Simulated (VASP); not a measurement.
FeSi:

```
CELL_PARAMETERS angstrom
4.55070 0.00000 0.00000
0.00000 4.55070 0.00000
0.00000 0.00000 4.55070
ATOMIC_POSITIONS crystal
Fe 0.13652 0.13652 0.13652
Fe 0.36348 0.86348 0.63652
Fe 0.63652 0.36348 0.86348
Fe 0.86348 0.63652 0.36348
Si 0.84240 0.84240 0.84240
Si 0.65760 0.15760 0.34240
Si 0.34240 0.65760 0.15760
Si 0.15760 0.34240 0.65760
```

| Quantity | Value |
| --- | --- |
| Program | VASP 6.6.1 |
| Task | relaxation of cell and atoms |
| Functional | PBEsol |
| Potentials or basis | VASP PAW PBE potentials, release 64 (Fe, Si) |
| Cutoff | 600 eV |
| k mesh | 8 × 8 × 8 |
| Occupations | gaussian, width 0.03 eV |
| Spin | no spin polarisation |

At the start: pressure -19.6 GPa; volume 11.78 Å³/atom.

Problem. Where does the relaxation end?

Solution. Over 11 steps the energy falls by 73.1 meV/atom and the volume is 10.70 Å³/atom (-9.2 %); space group P2_13 (No. 198, to 0.05 Å).

The path:
```csv
step,energy change (eV),largest force (eV/Å),pressure (GPa),volume (Å³)
1,0.0000,0.3053,-19.59,94.24
2,0.5260,0.9097,40.07,75.93
3,-0.5801,0.1339,-0.69,85.89
4,-0.5807,0.1453,-0.20,85.69
5,-0.5806,0.1553,0.33,85.53
6,-0.5841,0.0607,0.47,85.47
7,-0.5844,0.0298,0.41,85.45
8,-0.5843,0.0031,-0.64,85.77
9,-0.5847,0.0176,-0.07,85.59
10,-0.5847,0.0170,-0.08,85.60
11,-0.5847,0.0077,-0.02,85.57
```

Final structure:
```
CELL_PARAMETERS angstrom
4.40666 0.00000 0.00000
0.00000 4.40666 0.00000
0.00000 0.00000 4.40666
ATOMIC_POSITIONS crystal
Fe 0.13716 0.13716 0.13716
Fe 0.36284 0.86284 0.63716
Fe 0.63716 0.36284 0.86284
Fe 0.86284 0.63716 0.36284
Si 0.84100 0.84100 0.84100
Si 0.65900 0.15900 0.34100
Si 0.34100 0.65900 0.15900
Si 0.15900 0.34100 0.65900
```

Caveat: the PAW data sets were made with another functional, which shifts forces and pressure a little.
